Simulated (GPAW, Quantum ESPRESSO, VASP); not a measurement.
## One structure in several programs: CaCd2As2 (P1, 5 atoms in the cell)

Self-consistent single point, at a second geometry (atoms moved at random). First geometry:

```xyz
5
Lattice="4.4139 0.0000 0.0000 -2.2069 3.8225 0.0000 0.0000 0.0000 7.2061" Properties=species:S:1:pos:R:3 pbc="T T T"
Ca     0.0000     0.0000     0.0000
Cd     0.0000     2.5484     4.5632
Cd     2.2069     1.2742     2.6428
As     0.0000     2.5484     1.7126
As     2.2069     1.2742     5.4935
```

Second geometry:
```
Ca(CdAs)2
1.0
    4.41388     0.00000     0.00000
   -2.20694     3.82253     0.00000
    0.00000     0.00000     7.20606
Ca Cd As
1 2 2
Direct
  0.00089   0.99403   0.00209
  0.32222   0.65351   0.62749
  0.66758   0.34326   0.37293
  0.34308   0.66823   0.23434
  0.66622   0.34097   0.76315
```

Shared settings, as Quantum ESPRESSO writes them: occupations = smearing; smearing = fd; degauss = 0.0036749 Ry; K_POINTS = automatic 7 7 4 0 0 0. Potentials and cutoffs stand in the table.

```json
[
 {"code": "Quantum ESPRESSO", "model": "LDA (PZ), GBRV 1.5 ultrasoft (LDA) pseudopotentials", "ΔF from the first geometry (meV/atom)": "5.9", "pressure (GPa)": "-3.94", "largest force (eV/Å)": "0.291", "cutoff": "40 Ry"},
 {"code": "GPAW", "model": "LDA (Perdew-Wang 92), GPAW PAW datasets LDA (gpaw-data 1.0.1)", "ΔF from the first geometry (meV/atom)": "6.1", "pressure (GPa)": "-4.06", "largest force (eV/Å)": "0.308", "cutoff": "600 eV"},
 {"code": "VASP", "model": "LDA (PZ), VASP's LDA PAW potentials (set 64)", "ΔF from the first geometry (meV/atom)": "6.1", "pressure (GPa)": "-3.75", "largest force (eV/Å)": "0.295", "cutoff": "300 eV"}
]
```

Size of the force on each atom (eV/Å): Sizes of forces hide their directions.

```csv
code,Ca1,Cd2,Cd3,As4,As5
Quantum ESPRESSO,0.089,0.291,0.288,0.266,0.273
GPAW,0.092,0.277,0.273,0.308,0.295
VASP,0.092,0.295,0.292,0.276,0.279
```

The spread over the programs that give each value: ΔF from the first geometry within 0.2 meV/atom; pressure within 0.31 GPa; largest force within 0.017 eV/Å.

VASP's run is marked for a possible Pulay error in its stress at this cutoff; no cutoff test was made.

The starting cell comes from a database of computed structures (which also holds hypothetical and non-ambient phases and stackings), without a prior relaxation at this level. For this run, on top of that: atoms moved at random.

Left out of this page: Ansatz, CP2K and SIESTA (not drawn, or without a comparable value).
